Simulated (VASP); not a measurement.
## NaNbS3: single point with PBE

NaNbS3:

```xyz
5
Lattice="4.8880 0.0000 0.0000 0.0000 4.8880 0.0000 0.0000 0.0000 4.8880" Properties=species:S:1:pos:R:3 pbc="T T T"
Na    0.0000    0.0000    0.0000
Nb    2.4440    2.4440    2.4440
S     2.4440    2.4440    0.0000
S     2.4440    0.0000    2.4440
S     0.0000    2.4440    2.4440
```

The cell comes from a database or a generator and needn't be the stable form of this composition.

| Quantity | Value |
| --- | --- |
| Program | VASP 6.6.1 |
| Task | single point |
| Functional | PBE |
| Potentials or basis | VASP PAW PBE potentials, release 64 (Na_pv, Nb_sv, S) |
| Cutoff | 520 eV |
| k mesh | 4 × 4 × 4 |
| Occupations | gaussian, width 0.05 eV |
| Spin | no spin polarisation |
| Dipole correction | no |
| Further INCAR settings | ALGO = Fast; EDIFF = 1e-06; NBANDS = 27 |

```
Pressure               : -2.6 GPa
Band gap on the k mesh : none (metal or under the smearing width)
```

Levels at points of the mesh, in eV from the Fermi level:
| k point | band 17 | band 18 | band 19 | band 20 | band 21 | band 22 |
| --- | --- | --- | --- | --- | --- | --- |
| (0.00, 0.00, 0.00) | -0.35 | -0.35 | -0.35 | -0.33 | -0.33 | -0.33 |
| (0.50, 0.00, 0.00) | -1.33 | -0.53 | -0.53 | -0.29 | 1.68 | 2.15 |
| (0.50, 0.50, 0.00) | -1.74 | -1.74 | 0.31 | 2.16 | 2.16 | 2.36 |
| (0.50, 0.50, 0.50) | 0.34 | 0.34 | 0.34 | 2.48 | 2.48 | 2.48 |

It took 48 s on 1 thread of Intel(R) Xeon(R) Platinum 8488C (Sapphire Rapids), on a shared host, peak memory 0.21 GiB.
